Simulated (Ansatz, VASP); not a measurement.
# Cross-check of SmTl between VASP and Ansatz, part 2 of 2

Aim: how closely do two programs agree when they are given the same cell, functional and k mesh? The cell is taken from a series of runs on this material, whose earlier steps may have relaxed, scaled, displaced or heated it; both programs get it as it stands.

VASP 6.6.1 and Ansatz 0.2.0.

So far: Set-up; Ansatz: relaxation of cell and atoms, PBEsol.

In doubt: a part-filled 4f shell, where there is one, can sit in one of many states (step 2), so energies may not be the lowest and differences between runs may mislead.

## (3) VASP: relaxation of cell and atoms, PBEsol

Level of this step: PBEsol, spin-polarised from a ferromagnetic start; plane waves and PAW (Sm, Tl_d) (VASP).

The same cell, functional, mesh and smearing now go to VASP, with its own data sets.

Lines of VASP's logs that name or quote its potential files are left out, and so is its time.

Input file INCAR:

```
SYSTEM = SmTl
PREC = Accurate
ENCUT = 600
EDIFF = 1E-07
NELM = 200
ISMEAR = 0
SIGMA = 0.15
LREAL = .FALSE.
ALGO = Normal
GGA = PS
NBANDS = 25
ISPIN = 2
MAGMOM = 5.75 0.03
LASPH = .TRUE.
LMAXMIX = 6
AMIX = 0.2
BMIX = 1E-04
AMIX_MAG = 0.8
BMIX_MAG = 1E-04
LORBIT = 11
LWAVE = .FALSE.
LCHARG = .FALSE.
ISIF = 3
IBRION = 2
NSW = 80
EDIFFG = -0.005
GGA_COMPAT = .FALSE.
NELMIN = 4
KPAR = 2
```

Input file POSCAR:

```
SmTl
1.0
    3.8723660000      0.0000000000      0.0000000000
    0.0000000000      3.8723660000      0.0000000000
    0.0000000000      0.0000000000      3.8723660000
Sm Tl
1 1
Direct
    0.0000000000      0.0000000000      0.0000000000
    0.5000000000      0.5000000000      0.5000000000
```

Input file KPOINTS:

```
Automatic mesh
0
Gamma
12 12 12
0 0 0
```

Potentials, in the order of the species: Sm and Tl_d (PBE family, release 64).

On the command line:

```sh
> mpirun -np 2 vasp_std
```

Numbers of over 12 decimals in the logs are rounded to 6 here.

The log of the run:

```text
[banner, memory and clock lines left out]
running    2 mpi-ranks, on    1 nodes
 distrk:  each k-point on    1 cores,    2 groups
 distr:  one band on    1 cores,    1 groups

 POSCAR found type information on POSCAR SmTl
 POSCAR found :  2 types and       2 ions
|                                                                             |
|               ----> ADVICE to this user running VASP <----                  |
|                                                                             |
|     You enforced a specific xc type in the INCAR file but a different       |
|     [... a line on the potential file left out ...]
|     I HOPE YOU KNOW WHAT YOU ARE DOING!                                     |
|                                                                             |

 LDA part: xc-table for (Slater+PW92), standard interpolation
 POSCAR, INCAR and KPOINTS ok, starting setup
 FFT: planning ... GRIDC
 FFT: planning ... GRID_SOFT
 FFT: planning ... GRID
 WAVECAR not read
 entering main loop
       N       E                     dE             d eps       ncg     rms          rms(c)
DAV:   1     0.192130760574E+03    0.19213E+03   -0.12933E+04 11723   0.528E+03
DAV:   2     0.120366222621E+02   -0.18009E+03   -0.15470E+03 11944   0.413E+02
DAV:   3    -0.958347636755E+01   -0.21620E+02   -0.21091E+02 12479   0.122E+02
DAV:   4    -0.114092018000E+02   -0.18257E+01   -0.17504E+01 16201   0.273E+01
DAV:   5    -0.115181313143E+02   -0.10893E+00   -0.10781E+00 14995   0.676E+00    0.308E+01
DAV:   6    -0.132040177748E+02   -0.16859E+01   -0.69253E-01 12427   0.101E+01    0.189E+01
DAV:   7    -0.135304592422E+02   -0.32644E+00   -0.73715E-01 12027   0.172E+01    0.145E+01
DAV:   8    -0.135401605785E+02   -0.97013E-02   -0.34875E+00 10472   0.218E+01    0.189E+01
DAV:   9    -0.132464133287E+02    0.29375E+00   -0.40136E-01 13238   0.116E+01    0.407E+00
DAV:  10    -0.132477570135E+02   -0.13437E-02   -0.22323E-02 14933   0.115E+00    0.260E+00
DAV:  11    -0.132457122648E+02    0.20447E-02   -0.71602E-03 13664   0.103E+00    0.398E-01
DAV:  12    -0.132465291551E+02   -0.81689E-03   -0.15701E-03 13254   0.411E-01    0.345E-01
DAV:  13    -0.132466691053E+02   -0.13995E-03   -0.32343E-04 14872   0.274E-01    0.164E-01
DAV:  14    -0.132466395237E+02    0.29582E-04   -0.70155E-05 13796   0.848E-02    0.110E-01
DAV:  15    -0.132466473896E+02   -0.78659E-05   -0.19553E-05 15016   0.675E-02    0.470E-02
DAV:  16    -0.132466511259E+02   -0.37362E-05   -0.29584E-06 14527   0.223E-02    0.352E-02
DAV:  17    -0.132466508044E+02    0.32143E-06   -0.24148E-06 13129   0.211E-02    0.170E-02
DAV:  18    -0.132466509042E+02   -0.99815E-07   -0.42464E-07 12874   0.613E-03
   1 F= -.13246651E+02 E0= -.13188555E+02  d E =-.132467E+02  mag=     5.9870
 curvature:   0.00 expect dE= 0.000E+00 dE for cont linesearch  0.000E+00
 trial: gam= 0.00000 g(F)=  0.000E+00 g(S)=  0.456E-04 ort = 0.000E+00 (trialstep = 0.100E+01)
 search vector abs. value=  0.456E-04
 bond charge predicted
       N       E                     dE             d eps       ncg     rms          rms(c)
DAV:   1    -0.132537792112E+02   -0.71284E-02   -0.18381E-02 10853   0.180E+00    0.181E+00
DAV:   2    -0.133045834416E+02   -0.50804E-01   -0.85813E-02  9935   0.680E+00    0.534E+00
DAV:   3    -0.132466318572E+02    0.57952E-01   -0.49361E-02  9982   0.497E+00    0.243E-01
DAV:   4    -0.132467787239E+02   -0.14687E-03   -0.20662E-03 13339   0.397E-01    0.119E-01
DAV:   5    -0.132467251241E+02    0.53600E-04   -0.17810E-04 13663   0.889E-02    0.915E-02
DAV:   6    -0.132466963473E+02    0.28777E-04   -0.27947E-05 15568   0.599E-02    0.454E-02
DAV:   7    -0.132466830477E+02    0.13300E-04   -0.14016E-05 15201   0.259E-02    0.314E-02
DAV:   8    -0.132466787507E+02    0.42970E-05   -0.12562E-05 15406   0.174E-02    0.248E-02
DAV:   9    -0.132466800256E+02   -0.12749E-05   -0.47885E-06 15558   0.115E-02    0.153E-02
DAV:  10    -0.132466804315E+02   -0.40591E-06   -0.88955E-07 14965   0.437E-03    0.103E-02
DAV:  11    -0.132466803751E+02    0.56369E-07   -0.17643E-07  9034   0.423E-03
   2 F= -.13246680E+02 E0= -.13188623E+02  d E =-.294709E-04  mag=     5.9876
 trial-energy change:   -0.000029  1 .order   -0.000019   -0.000046    0.000008
 step:   0.9314(harm=  0.8555)  dis= 0.00000  next Energy=   -13.246681 (dE=-0.297E-04)
 reached required accuracy - stopping structural energy minimisation
```

From OUTCAR (step 3):

```text
ion  position               nearest neighbor table
   1  0.000  0.000  0.000-   2 3.35   2 3.35   2 3.35   2 3.35   2 3.35   2 3.35   2 3.35   2 3.35

  LATTYP: Found a simple cubic cell.
 ALAT       =     3.8723660000

 Subroutine GETGRP returns: Found 48 space group operations
 (whereof 48 operations were pure point group operations)

The static configuration has the point symmetry O_h .

 Found     84 irreducible k-points:

   k-points           NKPTS =     84   k-points in BZ     NKDIM =     84   number of bands    NBANDS=     25

   dimension x,y,z NGX =    32 NGY =   32 NGZ =   32
   dimension x,y,z NGXF=    64 NGYF=   64 NGZF=   64

   ENCUT  =  600.0 eV  44.10 Ry    6.64 a.u.   7.73  7.73  7.73*2*pi/ulx,y,z

   NELECT =      29.0000    total number of electrons

 k-points in reciprocal lattice and weights: Automatic mesh
   0.00000000  0.00000000  0.00000000       0.001
   0.08333333  0.00000000  0.00000000       0.003
   0.16666667  0.00000000  0.00000000       0.003
   0.25000000  0.00000000  0.00000000       0.003
   0.33333333  0.00000000  0.00000000       0.003
   0.41666667  0.00000000  0.00000000       0.003
   0.50000000  0.00000000  0.00000000       0.002
   0.08333333  0.08333333  0.00000000       0.007
   0.16666667  0.08333333  0.00000000       0.014
[...]
0.50000000  0.50000000  0.41666667       0.003
   0.50000000  0.50000000  0.50000000       0.001

 average (electrostatic) potential at core
       1 -38.8037       2 -84.1995

 E-fermi :   5.1499

 spin component 1
 k-point     1 :       0.0000    0.0000    0.0000
  band No.  band energies     occupation
    ...
     13       4.8237      0.99895
     14       4.8392      0.99830
     15       5.0228      0.88468
     16       5.0228      0.88467
     17       5.0228      0.88467
     18       5.2237      0.24350
     19       5.2237      0.24350
     20       8.6140      0.00000
     21       8.6140      0.00000
     22       8.6140      0.00000
    ...

 k-point     2 :       0.0833    0.0000    0.0000
  band No.  band energies     occupation
    ...
     13       4.8291      0.99876
     14       4.8394      0.99829
     15       5.0167      0.89540
     16       5.0263      0.87809
     17       5.0263      0.87808
     18       5.1576      0.47129
     19       5.2403      0.19714
     20       8.1177      0.00000
     21       8.1273      0.00000
     22       8.1273      0.00000
    ...

 k-point     3 :       0.1667    0.0000    0.0000
  band No.  band energies     occupation
    ...
     14       4.8453      0.99796
     15       4.9423      0.97484
     16       5.0037      0.91596
     17       5.0362      0.85823
     18       5.0362      0.85822
     19       5.2828      0.10513
     20       7.4607      0.00000
     21       7.4607      0.00000
     22       7.7539      0.00000
     23       9.3707      0.00000
    ...

 k-point     4 :       0.2500    0.0000    0.0000
  band No.  band energies     occupation
    ...
     14       4.8725      0.99555
     15       4.8725      0.99555
     16       4.9910      0.93304
     17       5.0508      0.82488
     18       5.0509      0.82487
     19       5.3375      0.03847
     20       6.8738      0.00000
     21       6.8738      0.00000
     22       8.0755      0.00000
     23       9.3506      0.00000
    ...

 k-point     5 :       0.3333    0.0000    0.0000
  band No.  band energies     occupation
    ...
     14       4.9081      0.98870
     15       4.9081      0.98870
     16       4.9815      0.94383
     17       5.0689      0.77756
     18       5.0689      0.77754
     19       5.3910      0.01152
     20       6.4117      0.00000
     21       6.4117      0.00000
     22       8.8591      0.00000
     23       9.3304      0.00000
    ...

 k-point     6 :       0.4167    0.0000    0.0000
  band No.  band energies     occupation
    ...
     14       4.9418      0.97512
     15       4.9418      0.97512
     16       4.9760      0.94950
     17       5.0885      0.71875
     18       5.0885      0.71873
     19       5.4302      0.00412
     20       6.1063      0.00000
     21       6.1063      0.00000
     22       9.3155      0.00000
     23       9.8429      0.00000
    ...

  Total        0.0042371      0.0042371      0.0042371      0.0000000      0.0000000     -0.0000000
  in kB        0.1171209      0.1171209      0.1171209      0.0000000      0.0000000     -0.0000000
  external PRESSURE =       0.1171209 kB  Pullay stress =       0.0000000 kB

  energy-cutoff  :      600.00
  volume of cell :       57.96
      direct lattice vectors                 reciprocal lattice vectors
     3.870021950 -0.000000000 -0.000000000     0.258396467  0.000000000  0.000000000
    -0.000000000  3.870021950  0.000000000     0.000000000  0.258396467  0.000000000
    -0.000000000 -0.000000000  3.870021950     0.000000000 -0.000000000  0.258396467

 POSITION                                       TOTAL-FORCE (eV/Angst)
 -----------------------------------------------------------------------------------
      0.00000      0.00000      0.00000         0.000000      0.000000      0.000000
      1.93501      1.93501      1.93501        -0.000000     -0.000000      0.000000
 -----------------------------------------------------------------------------------
    total drift:                                0.000000      0.000000     -0.000000

  FREE ENERGIE OF THE ION-ELECTRON SYSTEM (eV)
  ---------------------------------------------------
  free  energy   TOTEN  =       -13.2466803751 eV

  energy  without entropy=      -13.1305665380  energy(sigma->0) =      -13.18862346

 reached required accuracy - stopping structural energy minimisation

 total charge
# of ion       s       p       d       f       tot
--------------------------------------------------
    1        2.041   5.629   0.378   5.544  13.592
    2        1.092   0.637   9.599   0.000  11.329
--------------------------------------------------
tot          3.133   6.266   9.977   5.544  24.920

 magnetization (x)
# of ion       s       p       d       f       tot
--------------------------------------------------
    1       -0.010  -0.077   0.099   5.519   5.530
    2       -0.013   0.016   0.008   0.000   0.011
--------------------------------------------------
tot         -0.023  -0.061   0.107   5.519   5.541

[... 6 further parts left out ...]
```

The cell holds one magnetic atom, so no antiferromagnetic order fits into it. Without U or exact exchange, f electrons of an open shell come out too delocalised. The PAW data sets were made with PBE, which is usual practice but a small mismatch for other functionals. The run keeps the 48 symmetry operations of its start, so it cannot find a distortion of lower symmetry.

## (4) Comparison

Known differences besides the potentials themselves: VASP starts from the moments at which Ansatz ended; the cutoff is 420 eV in Ansatz and 600 eV in VASP; Ansatz makes its cores anew for this functional, VASP keeps those of its PBE data sets; Ansatz adds a Pulay correction to the stress that steers its cell, VASP none; site moments are counted in spheres of each program's own size. Total energies have different zeros and are not compared.

The two programs side by side:

| quantity | Ansatz | VASP | difference |
| --- | --- | --- | --- |
| volume (Å³) | 58.12 | 57.96 | +0.27 % |
| edge a after relaxation, in the typed setting (Å) | 3.873 | 3.870 | +0.09 % |
| total moment (μB) | 5.99 | 5.99 | +0.01 |
| moment on Sm1 (μB) | 5.75 | 5.53 | +0.22 |

## (5) Results

- difference in volume (relaxation of cell and atoms, PBEsol): 0.27 %

**Reading.** The difference in volume is 0.27 % (relaxation of cell and atoms, PBEsol), within the 1.2 % picked in this series as the mark of a large difference, as far as the stopping tolerances let one tell. 1 further run of this series is not shown here. How closely two codes agree says nothing of how well the functional describes the real material.

[Lines on the potential files, build, host, timing and source positions are cut from VASP's logs without a mark.]

[Logs are printed without paths, hosts, clocks, repeated set-up lines and the standing remarks that a program may print on its own settings, such as how far it seeks lower states.]

[Hosts, paths, dates, database ids (printed as entryN), source tags and the programs' standing remarks are cut or masked in the printed files.]
